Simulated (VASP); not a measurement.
Computed with PBE GGA with D3 dispersion (Becke-Johnson damping), VASP's PBE PAW potentials (set 64) (plane waves; VASP).

VASP input:

POSCAR:
```
BaZrO3
1
    4.2124524290     0.0000000000     0.0000000000
    0.0000000000     4.2124524290     0.0000000000
    0.0000000000     0.0000000000     4.2124524290
Ba Zr O
1 1 3
Direct
  0.0000000000   0.0000000000   0.0000000000
  0.5000000000   0.5000000000   0.5000000000
  0.5000000000   0.0000000000   0.5000000000
  0.0000000000   0.5000000000   0.5000000000
  0.5000000000   0.5000000000   0.0000000000
```

File KPOINTS:
```
kpoints
0
G
  6 6 6
0 0 0
```

INCAR:
```
SYSTEM = BaZrO3
PREC = Accurate
ENCUT = 520
EDIFF = 1E-7
NELM = 100
ALGO = Normal
LREAL = .FALSE.
LASPH = .TRUE.
ISMEAR = -5
GGA = PE
IVDW = 12
LMAXMIX = 4
LWAVE = .FALSE.
LCHARG = .TRUE.
LORBIT = 11
NEDOS = 601
ISIF = 2
LEFG = .TRUE.
```

POTCAR, in this order: Ba_sv Zr_sv O (PBE.64 set). Program: vasp_std.

The run wrote:

OSZICAR:
```
       N       E                     dE             d eps       ncg     rms          rms(c)
DAV:   1     0.322997245339E+03    0.32300E+03   -0.22328E+04   960   0.164E+03
DAV:   2    -0.290272347182E+02   -0.35202E+03   -0.34851E+03  1232   0.388E+02
DAV:   3    -0.488450197005E+02   -0.19818E+02   -0.19799E+02  1608   0.915E+01
DAV:   4    -0.493177933943E+02   -0.47277E+00   -0.47264E+00  1360   0.115E+01
DAV:   5    -0.493293006996E+02   -0.11507E-01   -0.11507E-01  1384   0.125E+00    0.294E+01
DAV:   6    -0.417568279076E+02    0.75725E+01   -0.48242E+01  1208   0.445E+01    0.133E+01
DAV:   7    -0.417281071217E+02    0.28721E-01   -0.35246E+00  1448   0.110E+01    0.759E+00
DAV:   8    -0.417133000306E+02    0.14807E-01   -0.31769E-01  1248   0.462E+00    0.738E-01
DAV:   9    -0.417125487603E+02    0.75127E-03   -0.56668E-02  1336   0.140E+00    0.452E-01
DAV:  10    -0.417143178217E+02   -0.17691E-02   -0.16739E-02  1296   0.115E+00    0.263E-01
DAV:  11    -0.417138801794E+02    0.43764E-03   -0.23958E-03  1240   0.428E-01    0.381E-02
DAV:  12    -0.417139318157E+02   -0.51636E-04   -0.16339E-04  1232   0.995E-02    0.418E-02
DAV:  13    -0.417139322145E+02   -0.39884E-06   -0.27928E-05  1488   0.406E-02    0.507E-03
DAV:  14    -0.417139325302E+02   -0.31564E-06   -0.28124E-06  1272   0.138E-02    0.291E-03
DAV:  15    -0.417139325670E+02   -0.36815E-07   -0.43692E-07  1280   0.474E-03
   1 F= -.42924312E+02 E0= -.42924312E+02  d E =0.000000E+00
```

### OUTCAR
```
------------------------ aborting loop because EDIFF is reached ----------------------------------------
 Edisp (eV)   -1.21038
  FORCE on cell =-STRESS in cart. coord.  units (eV):
  Direction    XX          YY          ZZ          XY          YZ          ZX
  --------------------------------------------------------------------------------------
  Total      -0.02487    -0.02487    -0.02487    -0.00000    -0.00000    -0.00000
  in kB      -0.53299    -0.53299    -0.53299    -0.00000    -0.00000    -0.00000
  external pressure =       -0.53 kB  Pullay stress =        0.00 kB
  volume of cell :       74.75
      direct lattice vectors                 reciprocal lattice vectors
     4.212452429  0.000000000  0.000000000     0.237391405  0.000000000  0.000000000
     0.000000000  4.212452429  0.000000000     0.000000000  0.237391405  0.000000000
     0.000000000  0.000000000  4.212452429     0.000000000  0.000000000  0.237391405
 POSITION                                       TOTAL-FORCE (eV/Angst)
 -----------------------------------------------------------------------------------
      0.00000      0.00000      0.00000         0.000000      0.000000      0.000000
      2.10623      2.10623      2.10623         0.000000      0.000000      0.000000
      2.10623      0.00000      2.10623         0.000000      0.000000      0.000000
      0.00000      2.10623      2.10623         0.000000      0.000000      0.000000
      2.10623      2.10623      0.00000         0.000000      0.000000      0.000000
 -----------------------------------------------------------------------------------
    total drift:                                0.000000     -0.000000     -0.000000
  FREE ENERGIE OF THE ION-ELECTRON SYSTEM (eV)
  ---------------------------------------------------
  free  energy   TOTEN  =       -42.9243123215 eV

  energy  without entropy=      -42.9243123215  energy(sigma->0) =      -42.92431232

 total charge

# of ion       s       p       d       tot
------------------------------------------
    1        2.001   5.633   0.263   7.896
    2        2.196   6.081   1.411   9.688
    3        1.561   3.480   0.000   5.040
    4        1.561   3.480   0.000   5.040
    5        1.561   3.480   0.000   5.040
--------------------------------------------------
tot          8.879  22.153   1.674  32.706

 Electric field gradients after diagonalization (V/A^2)
 (convention: |V_zz| > |V_xx| > |V_yy|)
----------------------------------------------------------------------
 ion       V_xx      V_yy      V_zz     asymmetry (V_yy - V_xx)/ V_zz
----------------------------------------------------------------------
   1      -0.000    -0.000     0.000       0.047
   2      -0.000    -0.000    -0.000      -0.125
   3       6.471     6.471   -12.941       0.000
   4       6.471     6.471   -12.941       0.000
   5       6.471     6.471   -12.941       0.000
```
(Selected blocks of OUTCAR.)

The compound is BaZrO3 in the cubic perovskite structure. It was relaxed first.
